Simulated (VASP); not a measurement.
# BiSbS4 (P2/m) in VASP: density of states with PBE

Aim: the density of states of BiSbS4 with PBE.

All numbers are computed with VASP 6.6.1; they aren't measurements. Logs are shortened: lines on timing, memory, paths and dates and some standing lists are left out, and cuts for length are marked.

**1. Starting point**

The structure is monoclinic, space group P2/m (No. 10). The conventional cell has a = 6.634 Å, b = 3.813 Å, c = 6.808 Å, α = 90.00°, β = 90.54°, γ = 90.00°. Around Sb (site symmetry 2/m) lie 6 S at 2.51 to 2.62 Å. Bi (site symmetry 2/m) is surrounded by 6 S at 2.83 to 2.85 Å. Around S (site symmetry m) lie 2 Sb at 2.62 Å and 1 Bi at 2.85 Å. S (site symmetry m) has 1 Sb at 2.51 Å and 2 Bi at 2.83 Å as nearest neighbours.

The cell was built by a generator and needn't be a form met in nature.

**2. Density of states, PBE**

File POSCAR:

```
BiSbS4                                  
1.0
    6.6333733353      0.0000000000      0.0524922427
    0.0000000000      3.8130743378      0.0000000000
   -0.1179809395      0.0000000000      6.8067395552
  Sb              Bi              S             
     1     1     4
Direct
     0.0000000000000000    0.5000000000000000    0.0000000000000000
     0.0000000000000000    0.0000000000000000    0.5000000000000000
     0.7742203009761826    1.0000000000000000    0.1420836988835776
     0.2257796990238175    0.0000000000000000    0.8579163011164224
     0.2303315549058071    0.5000000000000000    0.2937244716076746
     0.7696684450941929    0.5000000000000000    0.7062755283923254
```

File INCAR.step1:

```
ALGO = Normal ; EDIFF = 1E-6
ENCUT = 520 ; GGA = PE
ISIF = 2 ; ISMEAR = 0
KPAR = 8 ; LASPH = True
LCHARG = True ; LREAL = False
LWAVE = False ; NELM = 60
PREC = Accurate ; SIGMA = 0.1
```

File KPOINTS.step1:

```
k-points
0
Gamma
  6 8 6
```

File INCAR.step2:

```
ALGO = Normal ; EDIFF = 1E-6
ENCUT = 520 ; GGA = PE
ICHARG = 11 ; ISIF = 2
ISMEAR = -5 ; KPAR = 8
LASPH = True ; LCHARG = False
LORBIT = 10 ; LREAL = False
LWAVE = False ; NEDOS = 2001
NELM = 60 ; PREC = Accurate
SIGMA = 0.1
```

File KPOINTS.step2:

```
k-points
0
Gamma
  9 12 9
```

Potentials or basis: VASP PAW PBE potentials, release 64 (Sb, Bi_d, S).

On the command line:

```
cat potpaw_PBE.64/Sb/POTCAR potpaw_PBE.64/Bi_d/POTCAR potpaw_PBE.64/S/POTCAR > POTCAR
cp INCAR.step1 INCAR
cp KPOINTS.step1 KPOINTS
mpirun -np 8 vasp_std > vasp.out
cp INCAR.step2 INCAR
cp KPOINTS.step2 KPOINTS
mpirun -np 8 vasp_std > vasp.out
```

OUTCAR:

```text
EDIFF = 1E-6
   ENCUT = 520
   GGA = PE
   ICHARG = 11
   ISIF = 2
   ISMEAR = -5
   LASPH = True
   LORBIT = 10
   LREAL = False
   NELM = 60
   PREC = Accurate

 ion  position               nearest neighbor table
   1  0.000  0.500  0.000-   5 2.51   6 2.51   3 2.62   4 2.62   3 2.62   4 2.62
   2  0.000  0.000  0.500-   5 2.83   6 2.83   5 2.83   6 2.83   3 2.85   4 2.85
   3  0.774  0.000  0.142-   1 2.62   1 2.62   2 2.85
   4  0.226  0.000  0.858-   1 2.62   1 2.62   2 2.85
   5  0.230  0.500  0.294-   1 2.51   2 2.83   2 2.83
   6  0.770  0.500  0.706-   1 2.51   2 2.83   2 2.83

  LATTYP: Found a simple monoclinic cell.
 ALAT       =     6.6335810269
 B/A-ratio  =     0.5748138633
 C/A-ratio  =     1.0262574513
 COS(beta)  =    -0.0094178940

  Lattice vectors:

 A1 = (   6.6333733353,   0.0000000000,   0.0524922427)
 A2 = (   0.0000000000,   3.8130743378,   0.0000000000)
 A3 = (  -0.1179809395,   0.0000000000,   6.8067395552)

Analysis of symmetry for initial positions (statically):
=====================================================================
 Subroutine PRICEL returns:
 Original cell was already a primitive cell.

 Routine SETGRP: Setting up the symmetry group for a
 simple monoclinic supercell.

 Subroutine GETGRP returns: Found  4 space group operations
 (whereof  4 operations were pure point group operations)
 out of a pool of  4 trial point group operations.

The static configuration has the point symmetry C_2h.

Analysis of symmetry for dynamics (positions and initial velocities):
=====================================================================
 Subroutine PRICEL returns:
 Original cell was already a primitive cell.

 Routine SETGRP: Setting up the symmetry group for a
 simple monoclinic supercell.

 Subroutine GETGRP returns: Found  4 space group operations
 (whereof  4 operations were pure point group operations)
 out of a pool of  4 trial point group operations.

The dynamic configuration has the point symmetry C_2h.

 Subroutine INISYM returns: Found  4 space group operations
 (whereof  4 operations are pure point group operations),
 and found     1 'primitive' translations

----------------------------------------------------------------------------------------

                                     Primitive cell

  volume of cell :     172.1902

  direct lattice vectors                    reciprocal lattice vectors
     6.633373335  0.000000000  0.052492243     0.150732185  0.000000000  0.002612635
     0.000000000  3.813074338  0.000000000     0.000000000  0.262255574  0.000000000
    -0.117980940  0.000000000  6.806739555    -0.001162417  0.000000000  0.146893068

  length of vectors
     6.633581027  3.813074338  6.807761958     0.150754826  0.262255574  0.146897667

  position of ions in fractional coordinates (direct lattice)
     0.000000000  0.500000000  0.000000000
     0.000000000  0.000000000  0.500000000
     0.774220301  0.000000000  0.142083699
     0.225779699  0.000000000  0.857916301
     0.230331555  0.500000000  0.293724472
     0.769668445  0.500000000  0.706275528

  ion indices of the primitive-cell ions
   primitive index   ion index
                 1           1
                 2           2
                 3           3
                 4           4
                 5           5
                 6           6

----------------------------------------------------------------------------------------

 KPOINTS: k-points

Automatic generation of k-mesh.
 Grid dimensions read from file:
 generate k-points for:    9   12    9

 Generating k-lattice:

  Cartesian coordinates                     Fractional coordinates (reciprocal lattice)
     0.016748021  0.000000000  0.000290293     0.111111111  0.000000000  0.000000000
     0.000000000  0.021854631  0.000000000     0.000000000  0.083333333  0.000000000
    -0.000129157  0.000000000  0.016321452    -0.000000000  0.000000000  0.111111111

  Length of vectors
     0.016750536  0.021854631  0.016321963

  Shift w.r.t. Gamma in fractional coordinates (k-lattice)
     0.000000000  0.000000000  0.000000000

 TETIRR: Found   2898 inequivalent tetrahedra from     5832

 Subroutine IBZKPT returns following result:
 ===========================================

 Found    287 irreducible k-points:

 Following reciprocal coordinates:
            Coordinates               Weight
  0.000000  0.000000  0.000000      1.000000
  0.111111  0.000000  0.000000      2.000000
  0.222222  0.000000  0.000000      2.000000
  0.333333  0.000000  0.000000      2.000000
  0.444444  0.000000  0.000000      2.000000
  0.000000  0.083333  0.000000      2.000000
[... 16 lines left out ...]
  0.222222  0.333333  0.000000      4.000000
  0.333333  0.333333  0.000000      4.000000
 [... further k-points ...]
   k-points           NKPTS =    287   k-points in BZ     NKDIM =    287   number of bands    NBANDS=     26
   number of dos      NEDOS =   2001   number of ions     NIONS =      6
   total plane-waves  NPLWV =  75600
   dimension x,y,z NGX =    50 NGY =   28 NGZ =   54
   dimension x,y,z NGXF=   100 NGYF=   56 NGZF=  108
   ions per type =               1   1   4
   NGX,Y,Z   is equivalent  to a cutoff of  12.53, 12.21, 13.19 a.u.
   NGXF,Y,Z  is equivalent  to a cutoff of  25.06, 24.42, 26.37 a.u.
 SYSTEM =  unknown system
   PREC   = accura    normal or accurate (medium, high low for compatibility)
   ISTART =      0    job   : 0-new  1-cont  2-samecut
   ICHARG =     11    charge: 1-file 2-atom 10-const
   ISPIN  =      1    spin polarized calculation?
   LNONCOLLINEAR =      F non collinear calculations
   LSORBIT =      F    spin-orbit coupling
   LASPH  =      T    aspherical Exc in radial PAW
   ENCUT  =  520.0 eV  38.22 Ry    6.18 a.u.  12.33  7.09 12.66*2*pi/ulx,y,z
   NELM   =     60;   NELMIN=  2; NELMDL=  0     # of ELM steps
   EDIFF  = 0.1E-05   stopping-criterion for ELM
   LREAL  =      F    real-space projection
   EDIFFG = 0.1E-04   stopping-criterion for IOM
   NSW    =      0    number of steps for IOM
   IBRION =     -1    ionic relax: 0-MD 1-quasi-New 2-CG
   NFREE  =      0    steps in history (QN), initial steepest desc. (CG)
   ISIF   =      2    stress and relaxation
   ISYM   =      2    0-nonsym 1-usesym 2-fastsym
   POTIM  = 0.5000    time-step for ionic-motion
   TEBEG  =    0.0;   TEEND  =   0.0 temperature during run
   PSTRESS=    0.0 pullay stress
   NELECT =      44.0000    total number of electrons
   NUPDOWN=      -1.0000    fix difference up-down
   EMIN   =  10.00;   EMAX   =-10.00  energy-range for DOS
   EFERMI =   0.00;   METHOD = LEGACY
   ISMEAR =    -5;   SIGMA  =   0.10  broadening in eV -4-tet -1-fermi 0-gaus
   EFERMI_NEDOS =   21; number of points for ismear=-14 and -15
   IALGO  =     38    algorithm
   IMIX   =      4    mixing-type and parameters
     AMIX     =   0.40;   BMIX     =  1.00
     AMIX_MAG =   1.60;   BMIX_MAG =  1.00
  volume/ion in A,a.u.               =      28.70       193.67
  Fermi-wavevector in a.u.,A,eV,Ry     =   1.038858  1.963157 14.683765  1.079226
  Thomas-Fermi vector in A             =   2.173362
   LORBIT       =     10    0 simple, 1 ext, 2 COOP (PROOUT), +10 PAW based schemes
   GGA     = PE    functional components
   LHFCALC =     F    Hartree Fock is set to
   AEXX    =    0.0000 exact exchange contribution
   IVDW    =     0    specifies the selected vdW correction
   LEPSILON=     F    determine dielectric tensor
   LRPA    =     F    only Hartree local field effects (RPA)
 non-spin polarized calculation
 Fermi weights with tetrahedron method with Bloechl corrections
  energy-cutoff  :      520.00
  volume of cell :      172.19
 maximum number of plane-waves:      4662
 NGX is ok and might be reduce to    50

 number of electron      43.9999998 magnetization

 Free energy of the ion-electron system (eV)
  ---------------------------------------------------
  ext. energy  EPLUGINS =         0.00000000
  ---------------------------------------------------
  free energy    TOTEN  =       -25.22175142 eV

  energy without entropy =      -25.22175142  energy(sigma->0) =      -25.22175142

 E-fermi :   3.3767     XC(G=0):  -8.4743

 val. band max:        3.3773813205   @ k =   0.1111   0.0833   0.4444
 cond. band min:       3.3623404611   @ k =   0.0000   0.0000   0.0000
 fundamental gap:     -0.0150408594
 Fermi energy:         3.3767032599

 k-point     1 :       0.0000    0.0000    0.0000
  band No.  band energies     occupation
      1     -19.3105      2.00000
      2     -19.2705      2.00000
      3     -19.2524      2.00000
      4     -19.2364      2.00000
      5     -19.2332      2.00000
      6     -11.0838      2.00000
[... 18 lines left out ...]
     25       5.8943      0.00000
     26       6.3227      0.00000

 k-point     2 :       0.1111    0.0000    0.0000
  band No.  band energies     occupation
      1     -19.3105      2.00000
      2     -19.2705      2.00000
      3     -19.2524      2.00000
      4     -19.2364      2.00000
      5     -19.2332      2.00000
      6     -11.0801      2.00000
[... 18 lines left out ...]
     25       5.9113      0.00000
     26       6.2813      0.00000

 k-point     3 :       0.2222    0.0000    0.0000
  band No.  band energies     occupation
      1     -19.3105      2.00000
      2     -19.2705      2.00000
      3     -19.2524      2.00000
      4     -19.2364      2.00000
      5     -19.2332      2.00000
      6     -11.0706      2.00000
[... 572 lines left out ...]
 k-point    23 :       0.2222    0.3333    0.0000
  band No.  band energies     occupation
      1     -19.2852      2.00000
      2     -19.2740      2.00000
      3     -19.2595      2.00000
      4     -19.2500      2.00000
      5     -19.2212      2.00000
      6     -10.1988      2.00000
[... 18 lines left out ...]
     25       6.5547      0.00000
     26       7.2747      0.00000

 k-point    24 :       0.3333    0.3333    0.0000
  band No.  band energies     occupation
      1     -19.2852      2.00000
      2     -19.2740      2.00000
      3     -19.2595      2.00000
      4     -19.2500      2.00000
      5     -19.2212      2.00000
      6     -10.1884      2.00000
[... 18 lines left out ...]
     25       6.5732      0.00000
     26       7.2852      0.00000

 [... further k-points ...]
[... 5 lines left out ...]
  --------------------------------------------------------------------------------------
  -------------------------------------------------------------------------------------
  Total        0.0880701      0.1042028      0.0717546      0.0000000      0.0000000     -0.0293244
  in kB        0.8194659      0.9695757      0.6676548      0.0000000      0.0000000     -0.2728547
  external PRESSURE =       0.8188988 kB  Pullay stress =       0.0000000 kB

 VOLUME and BASIS-vectors are now :
 -----------------------------------------------------------------------------
  energy-cutoff  :      520.00
  volume of cell :      172.19
      direct lattice vectors                 reciprocal lattice vectors
     6.633373335  0.000000000  0.052492243     0.150732185  0.000000000  0.002612635
     0.000000000  3.813074338  0.000000000     0.000000000  0.262255574  0.000000000
    -0.117980940  0.000000000  6.806739555    -0.001162417  0.000000000  0.146893068

 POSITION                                       TOTAL-FORCE (eV/Angst)
 -----------------------------------------------------------------------------------
      0.00000      1.90654      0.00000         0.000000     -0.000000      0.000000
     -0.05899      0.00000      3.40337         0.000000     -0.000000      0.000000
      5.11893      0.00000      1.00777        -0.000779      0.000000     -0.011918
      1.39646      0.00000      5.85146         0.000779     -0.000000      0.011918
      1.49322      1.90654      2.01140        -0.010702     -0.000000     -0.018905
      5.02217      1.90654      4.84784         0.010702     -0.000000      0.018905
 -----------------------------------------------------------------------------------
    total drift:                               -0.000000     -0.000000      0.000000

  FREE ENERGIE OF THE ION-ELECTRON SYSTEM (eV)
  ---------------------------------------------------
  free  energy   TOTEN  =       -25.2217514236 eV

  energy  without entropy=      -25.2217514236  energy(sigma->0) =      -25.22175142

 total charge

# of ion       s       p       d       tot
------------------------------------------
    1        1.064   1.023   0.136   2.223
    2        1.651   0.998   9.979  12.628
    3        1.371   2.289   0.000   3.660
    4        1.371   2.289   0.000   3.660
    5        1.369   2.304   0.000   3.672
    6        1.369   2.304   0.000   3.672
--------------------------------------------------
tot          8.194  11.205  10.116  29.515
```

Wall time 2.2 min (8 MPI ranks of Intel Xeon 6975P-C (Granite Rapids), shared host); peak memory 1.2 GiB.

What came out:

```
Valence electrons inside the program's atomic spheres : Sb 2.22; Bi 12.63; S 3.66, 3.67
```

States per cell in windows of 0.5 eV (zero at the Fermi level; states under -8 eV left out):
```tsv
from (eV)	total	S3_p	S4_p	S5_p	S6_p	Bi2_p	Sb1_p
-8.0	0.62	0.01	0.01	0.01	0.01	0.00	0.00
-7.5	0.28	0.01	0.01	0.00	0.00	0.00	0.00
-7.0	0.00	0.00	0.00	0.00	0.00	0.00	0.00
-6.5	0.00	0.00	0.00	0.00	0.00	0.00	0.00
-6.0	0.00	0.00	0.00	0.00	0.00	0.00	0.00
-5.5	0.60	0.06	0.06	0.02	0.02	0.02	0.08
-5.0	2.07	0.18	0.18	0.11	0.11	0.08	0.23
-4.5	1.53	0.12	0.12	0.10	0.10	0.06	0.17
-4.0	1.89	0.14	0.14	0.16	0.16	0.11	0.20
-3.5	1.95	0.14	0.14	0.18	0.18	0.20	0.09
-3.0	1.84	0.17	0.17	0.15	0.15	0.20	0.06
-2.5	1.55	0.15	0.15	0.16	0.16	0.13	0.04
-2.0	3.44	0.48	0.48	0.35	0.35	0.07	0.02
-1.5	4.18	0.56	0.56	0.51	0.51	0.06	0.02
-1.0	1.61	0.13	0.13	0.28	0.28	0.01	0.00
-0.5	1.33	0.09	0.09	0.23	0.23	0.01	0.00
0.0	0.62	0.06	0.06	0.06	0.06	0.00	0.00
0.5	1.38	0.16	0.16	0.12	0.12	0.01	0.00
1.0	0.00	0.00	0.00	0.00	0.00	0.00	0.00
1.5	0.16	0.01	0.01	0.00	0.00	0.03	0.02
2.0	0.64	0.02	0.02	0.02	0.02	0.13	0.06
2.5	1.76	0.07	0.07	0.09	0.09	0.38	0.14
3.0	2.03	0.10	0.10	0.11	0.11	0.49	0.14
3.5	1.12	0.07	0.07	0.05	0.05	0.25	0.12
4.0	0.30	0.02	0.02	0.01	0.01	0.06	0.04
4.5	0.00	0.00	0.00	0.00	0.00	0.00	0.00
```

Caveat: spin-orbit coupling is left out, which moves the levels of the heavy elements; this functional lacks dispersion, which binds the layers, so the pressure and a relaxed spacing across them are unreliable; tetrahedron occupations give inexact forces and stress in metals.
